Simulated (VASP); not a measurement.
A convergence study with VASP on Ti (hcp): one setting is varied, all else stays as given below, so the limit is that of these other settings. ε∞ is the independent-particle value.

```xyz
2
Lattice="1.4750 -2.5548 0.0000 1.4750 2.5548 0.0000 0.0000 0.0000 4.6800" Properties=species:S:1:pos:R:3 pbc="T T T"
Ti     1.4750     0.8516     1.1700
Ti     1.4750    -0.8516     3.5100
```

Method: PBE GGA, VASP's PBE PAW potentials (set 64) (plane waves; VASP). The tightest run used: 550 eV cut-off, 12×12×7 Γ-centred mesh, first-order Methfessel-Paxton smearing of 0.10 eV, potentials Ti_sv.

Task: The settings run are NBANDS = 13; NBANDS = 14; NBANDS = 16; NBANDS = 20; NBANDS = 28; NBANDS = 44; NBANDS = 76; NBANDS = 140. From which on does the energy per atom stay within 0.001 eV/atom of the tightest run?

Result: From NBANDS = 14 on: it is off by 0.0000 there and by no more than 0.001 in any finer run, while NBANDS = 13 is off by 0.0045.
```tsv
setting	E (eV/atom)	bands	difference judged (eV/atom)
NBANDS = 13	-7.8297	13	0.0045
NBANDS = 14	-7.8342	14	0.0000
NBANDS = 16	-7.8342	16	0.0000
NBANDS = 20	-7.8342	20	0.0000
NBANDS = 28	-7.8342	28	0.0000
NBANDS = 44	-7.8342	44	0.0000
NBANDS = 76	-7.8342	76	0.0000
NBANDS = 140	-7.8342	140	0.0000
```

VASP warned of too few bands at NBANDS = 13; NBANDS = 14.

Left out are rungs that failed or repeat a setting and relaxations that didn't move; long series are thinned to 24 rows.

The compound is Ti in the hcp structure. The cell was not relaxed at this level. VASP warned that the highest band is occupied, so more bands are needed.
